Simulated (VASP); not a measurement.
Output of a VASP run:

OSZICAR:
```
...
DAV:   1    -0.172838653362E+03    0.30143E-02   -0.15139E+01   616   0.679E+00    0.579E-01
RMM:   2    -0.172845279684E+03   -0.66263E-02   -0.74848E-02   576   0.632E-01    0.242E-01
RMM:   3    -0.172846268722E+03   -0.98904E-03   -0.13083E-02   585   0.258E-01    0.171E-01
RMM:   4    -0.172846320412E+03   -0.51689E-04   -0.25934E-03   586   0.138E-01    0.162E-01
RMM:   5    -0.172846271414E+03    0.48998E-04   -0.13830E-03   578   0.673E-02    0.561E-02
RMM:   6    -0.172846244919E+03    0.26495E-04   -0.16236E-04   551   0.298E-02    0.374E-02
RMM:   7    -0.172846221531E+03    0.23388E-04   -0.81025E-05   501   0.164E-02    0.151E-02
RMM:   8    -0.172846222523E+03   -0.99243E-06   -0.60975E-05   448   0.122E-02
   7 F= -.17284622E+03 E0= -.17284622E+03  d E =-.902031E-01
       N       E                     dE             d eps       ncg     rms          rms(c)
DAV:   1    -0.172848596908E+03   -0.23754E-02   -0.42455E+00   608   0.383E+00    0.705E-01
RMM:   2    -0.172854216055E+03   -0.56191E-02   -0.63620E-02   576   0.547E-01    0.192E-01
RMM:   3    -0.172855097334E+03   -0.88128E-03   -0.11480E-02   581   0.239E-01    0.160E-01
RMM:   4    -0.172855204034E+03   -0.10670E-03   -0.25067E-03   596   0.127E-01    0.154E-01
RMM:   5    -0.172855119510E+03    0.84524E-04   -0.75630E-04   576   0.637E-02    0.321E-02
RMM:   6    -0.172855137491E+03   -0.17981E-04   -0.18922E-04   572   0.285E-02    0.281E-02
RMM:   7    -0.172855126857E+03    0.10634E-04   -0.70769E-05   494   0.171E-02    0.130E-02
RMM:   8    -0.172855128008E+03   -0.11510E-05   -0.16922E-05   339   0.956E-03
   8 F= -.17285513E+03 E0= -.17285513E+03  d E =-.890548E-02
       N       E                     dE             d eps       ncg     rms          rms(c)
DAV:   1    -0.172854698672E+03    0.42819E-03   -0.10934E+00   608   0.194E+00    0.360E-01
RMM:   2    -0.172856138274E+03   -0.14396E-02   -0.16318E-02   576   0.275E-01    0.974E-02
RMM:   3    -0.172856365768E+03   -0.22749E-03   -0.29495E-03   581   0.121E-01    0.803E-02
RMM:   4    -0.172856393462E+03   -0.27694E-04   -0.64671E-04   596   0.642E-02    0.776E-02
RMM:   5    -0.172856370916E+03    0.22546E-04   -0.19157E-04   559   0.322E-02    0.163E-02
RMM:   6    -0.172856375458E+03   -0.45417E-05   -0.48396E-05   448   0.145E-02
   9 F= -.17285638E+03 E0= -.17285638E+03  d E =-.101529E-01
       N       E                     dE             d eps       ncg     rms          rms(c)
DAV:   1    -0.172856357209E+03    0.13707E-04   -0.97717E-03   632   0.188E-01    0.362E-02
RMM:   2    -0.172856375214E+03   -0.18006E-04   -0.20396E-04   568   0.343E-02    0.114E-02
RMM:   3    -0.172856377555E+03   -0.23408E-05   -0.34047E-05   415   0.129E-02    0.116E-02
RMM:   4    -0.172856377829E+03   -0.27399E-06   -0.80862E-06   324   0.802E-03
  10 F= -.17285638E+03 E0= -.17285638E+03  d E =-.101553E-01
       N       E                     dE             d eps       ncg     rms          rms(c)
DAV:   1    -0.172857078837E+03   -0.70128E-03   -0.73662E-01   592   0.169E+00    0.199E-01
RMM:   2    -0.172857542671E+03   -0.46383E-03   -0.57570E-03   576   0.168E-01    0.596E-02
RMM:   3    -0.172857630613E+03   -0.87941E-04   -0.10828E-03   583   0.709E-02    0.513E-02
RMM:   4    -0.172857633171E+03   -0.25589E-05   -0.19332E-04   588   0.368E-02    0.417E-02
RMM:   5    -0.172857626145E+03    0.70261E-05   -0.83086E-05   511   0.193E-02
  11 F= -.17285763E+03 E0= -.17285763E+03  d E =-.124832E-02
```

OUTCAR:
```
------------------------ aborting loop because EDIFF is reached ----------------------------------------
  FORCE on cell =-STRESS in cart. coord.  units (eV):
  Direction    XX          YY          ZZ          XY          YZ          ZX
  --------------------------------------------------------------------------------------
  Total       -0.5450546     -0.5527854     -0.5428474      0.0207455      0.0988559      0.0282461
  in kB       -0.8009778     -0.8123385     -0.7977342      0.0304863      0.1452724      0.0415087
  external PRESSURE =      -0.8036835 kB  Pullay stress =       0.0000000 kB
  volume of cell :     1090.26
      direct lattice vectors                 reciprocal lattice vectors
     0.000000000  8.168958889  8.168958889    -0.061207310  0.061207310  0.061207310
     8.168958889  0.000000000  8.168958889     0.061207310 -0.061207310  0.061207310
     8.168958889  8.168958889  0.000000000     0.061207310  0.061207310 -0.061207310
  FREE ENERGIE OF THE ION-ELECTRON SYSTEM (eV)
  ---------------------------------------------------
  free  energy   TOTEN  =      -172.8576261453 eV

  energy  without entropy=     -172.8576261453  energy(sigma->0) =     -172.85762615

 reached required accuracy - stopping structural energy minimisation
```
(Selected blocks of OUTCAR.)

### POSCAR
```
Zn27S26
1
    0.0000000000     8.1689588889     8.1689588889
    8.1689588889     0.0000000000     8.1689588889
    8.1689588889     8.1689588889     0.0000000000
Zn S
27 26
Direct
  0.0000000000   0.0000000000   0.0000000000
  0.0000000000   0.0000000000   0.3333330000
  0.0000000000   0.0000000000   0.6666670000
  0.0000000000   0.3333330000   0.0000000000
  0.0000000000   0.3333330000   0.3333330000
  0.0000000000   0.3333330000   0.6666670000
  0.0000000000   0.6666670000   0.0000000000
  0.0000000000   0.6666670000   0.3333330000
  0.0000000000   0.6666670000   0.6666670000
  0.3333330000   0.0000000000   0.0000000000
  0.3333330000   0.0000000000   0.3333330000
  0.3333330000   0.0000000000   0.6666670000
  0.3333330000   0.3333330000   0.0000000000
  0.3370550000   0.3293350000   0.3318990000
  0.3314880000   0.3376700000   0.6649400000
  0.3333330000   0.6666670000   0.0000000000
  0.3344330000   0.6653230000   0.3367910000
  0.3333330000   0.6666670000   0.6666670000
  0.6666670000   0.0000000000   0.0000000000
  0.6666670000   0.0000000000   0.3333330000
  0.6666670000   0.0000000000   0.6666670000
  0.6666670000   0.3333330000   0.0000000000
  0.6677860000   0.3333560000   0.3315460000
  0.6666670000   0.3333330000   0.6666670000
  0.6666670000   0.6666670000   0.0000000000
  0.6666670000   0.6666670000   0.3333330000
  0.6666670000   0.6666670000   0.6666670000
  0.0833330000   0.0833330000   0.0833330000
  0.0833330000   0.0833330000   0.4166670000
  0.0833330000   0.0833330000   0.7500000000
  0.0833330000   0.4166670000   0.0833330000
  0.0833330000   0.4166670000   0.4166670000
  0.0833330000   0.4166670000   0.7500000000
  0.0833330000   0.7500000000   0.0833330000
  0.0833330000   0.7500000000   0.4166670000
  0.0833330000   0.7500000000   0.7500000000
  0.4166670000   0.0833330000   0.0833330000
  0.4166670000   0.0833330000   0.4166670000
  0.4166670000   0.0833330000   0.7500000000
  0.4166670000   0.4166670000   0.0833330000
  0.4166670000   0.4166670000   0.7500000000
  0.4166670000   0.7500000000   0.0833330000
  0.4166670000   0.7500000000   0.4166670000
  0.4166670000   0.7500000000   0.7500000000
  0.7500000000   0.0833330000   0.0833330000
  0.7500000000   0.0833330000   0.4166670000
  0.7500000000   0.0833330000   0.7500000000
  0.7500000000   0.4166670000   0.0833330000
  0.7500000000   0.4166670000   0.4166670000
  0.7500000000   0.4166670000   0.7500000000
  0.7500000000   0.7500000000   0.0833330000
  0.7500000000   0.7500000000   0.4166670000
  0.7500000000   0.7500000000   0.7500000000
```

### Question
Write an INCAR and KPOINTS that could have produced this output.

### Answer
This is not unique; one that fits is the input of the run itself, PBE GGA, plane waves, VASP's PBE PAW potentials (set 64).

### KPOINTS
```
Automatic mesh
0
Gamma
1 1 1
0 0 0
```

INCAR:
```
SYSTEM=Zn27S26
PREC=Normal; ENCUT=400; LREAL=Auto
LASPH=T; ISYM=0
EDIFF=1E-5; NELM=100; NELMIN=4
ALGO=Fast; LMAXMIX=4
ISMEAR=0; SIGMA=0.05
GGA=PE
IBRION=2; NSW=60; ISIF=2
EDIFFG=-0.03
LWAVE=F; LCHARG=F
```

POTCAR, in this order: Zn S (PBE.64 set). Program: vasp_gam.

The supercell is sampled at Γ alone, which is coarse: total energies, pressure and levels can be off, energies of defects by several tenths of an eV.

The cell is a supercell with a defect, built from a database entry that may be metastable or hypothetical: vac_S. The run is not spin-polarised, so no state with unpaired spins was tried.
